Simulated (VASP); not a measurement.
Computed with PBE GGA with D3 dispersion (zero damping), VASP's PBE PAW potentials (set 64) (plane waves; VASP).

VASP ran on this input.

File POSCAR:
```
Zr
1.0
  1.5920435232  -2.7575002181   0.0000000000
  1.5920435232   2.7575002181   0.0000000000
  0.0000000000   0.0000000000   5.1257457582
Zr
2
Cart
  1.5920435232   0.9191685777   1.2814364395
  1.5920435232  -0.9191685777   3.8443093186
```

### KPOINTS
```
Regular mesh
0
G
 13 13 7
```

**INCAR**
```
SYSTEM=Zr
PREC=Accurate; ENCUT=520; LREAL=F
LASPH=T
EDIFF=1E-7; NELM=100; ALGO=Normal
LMAXMIX=4
ISMEAR=1; SIGMA=0.1
GGA=PE; IVDW=11
IBRION=2; NSW=30; ISIF=4
EDIFFG=-0.01
LWAVE=F; LCHARG=F
```

POTCAR, in this order: Zr_sv (PBE.64 set). Program: vasp_std.

The run wrote:

File OUTCAR:
```
 ion  position               nearest neighbor table
   1  0.333  0.667  0.250-   2 3.15   2 3.15   2 3.15   2 3.15   2 3.15   2 3.15
   2  0.667  0.333  0.750-   1 3.15   1 3.15   1 3.15   1 3.15   1 3.15   1 3.15
  LATTYP: Found a hexagonal cell.
 ALAT       =     3.1840870014
 C/A-ratio  =     1.6098007862
 Subroutine PRICEL returns:
 Original cell was already a primitive cell.
 Subroutine GETGRP returns: Found 24 space group operations
The static configuration has the point symmetry D_3d.
 The point group associated with its full space group is D_6h.
The dynamic configuration has the point symmetry D_3d.
 Subroutine INISYM returns: Found 24 space group operations
 Subroutine IBZKPT returns following result:
 Found     84 irreducible k-points:

 Following reciprocal coordinates:
            Coordinates               Weight
  0.000000  0.000000  0.000000      1.000000
  0.076923  0.000000  0.000000      6.000000
  0.153846  0.000000  0.000000      6.000000
  0.230769  0.000000  0.000000      6.000000
  0.307692  0.000000  0.000000      6.000000
  0.384615  0.000000  0.000000      6.000000
  0.461538  0.000000  0.000000      6.000000
...
```

**OSZICAR**
```
       N       E                     dE             d eps       ncg     rms          rms(c)
DAV:   1     0.217094322538E+03    0.21709E+03   -0.13668E+04  2688   0.149E+03
DAV:   2    -0.353373093531E+01   -0.22063E+03   -0.21898E+03  3400   0.415E+02
DAV:   3    -0.174193540853E+02   -0.13886E+02   -0.13732E+02  5088   0.780E+01
DAV:   4    -0.176732363460E+02   -0.25388E+00   -0.25386E+00  2976   0.116E+01
DAV:   5    -0.176798804396E+02   -0.66441E-02   -0.66441E-02  4256   0.129E+00    0.153E+01
DAV:   6    -0.171182488223E+02    0.56163E+00   -0.89723E-01  2808   0.853E+00    0.615E+00
DAV:   7    -0.170114862897E+02    0.10676E+00   -0.61007E-01  3944   0.612E+00    0.113E+00
DAV:   8    -0.170176767480E+02   -0.61905E-02   -0.37514E-02  3472   0.172E+00    0.283E-01
DAV:   9    -0.170179454572E+02   -0.26871E-03   -0.16732E-03  3456   0.446E-01    0.345E-02
DAV:  10    -0.170179032844E+02    0.42173E-04   -0.44030E-05  4048   0.460E-02    0.217E-02
DAV:  11    -0.170179049608E+02   -0.16763E-05   -0.10123E-05  2976   0.413E-02    0.344E-03
DAV:  12    -0.170179048159E+02    0.14490E-06   -0.32807E-07  3096   0.439E-03    0.246E-03
DAV:  13    -0.170179045458E+02    0.27004E-06   -0.42996E-08  1896   0.213E-03    0.904E-04
DAV:  14    -0.170179044984E+02    0.47441E-07   -0.14568E-08  1792   0.142E-03
   1 F= -.17898816E+02 E0= -.17898676E+02  d E =-.178988E+02
```

File OUTCAR:
```
------------------------ aborting loop because EDIFF is reached ----------------------------------------
 Edisp (eV)   -0.88091
  FORCE on cell =-STRESS in cart. coord.  units (eV):
  Direction    XX          YY          ZZ          XY          YZ          ZX
  --------------------------------------------------------------------------------------
  Total      -0.00547    -0.00547     0.01407    -0.00000     0.00000     0.00000
  in kB      -0.19485    -0.19485     0.50099    -0.00000     0.00000     0.00000
  external pressure =        0.04 kB  Pullay stress =        0.00 kB
  volume of cell :       45.00
      direct lattice vectors                 reciprocal lattice vectors
     1.592043523 -2.757500218  0.000000000     0.314061766 -0.181323648  0.000000000
     1.592043523  2.757500218  0.000000000     0.314061766  0.181323648  0.000000000
     0.000000000  0.000000000  5.125745758     0.000000000  0.000000000  0.195093562
 POSITION                                       TOTAL-FORCE (eV/Angst)
 -----------------------------------------------------------------------------------
      1.59204      0.91917      1.28144         0.000000      0.000000      0.000000
      1.59204     -0.91917      3.84431        -0.000000     -0.000000      0.000000
 -----------------------------------------------------------------------------------
    total drift:                                0.000000      0.001120     -0.000019
  FREE ENERGIE OF THE ION-ELECTRON SYSTEM (eV)
  ---------------------------------------------------
  free  energy   TOTEN  =       -17.8988163993 eV

  energy  without entropy=      -17.8983955817  energy(sigma->0) =      -17.89867613

 reached required accuracy - stopping structural energy minimisation
```
(Selected blocks of OUTCAR.)

The compound is Zr in the hcp structure. It was relaxed first.
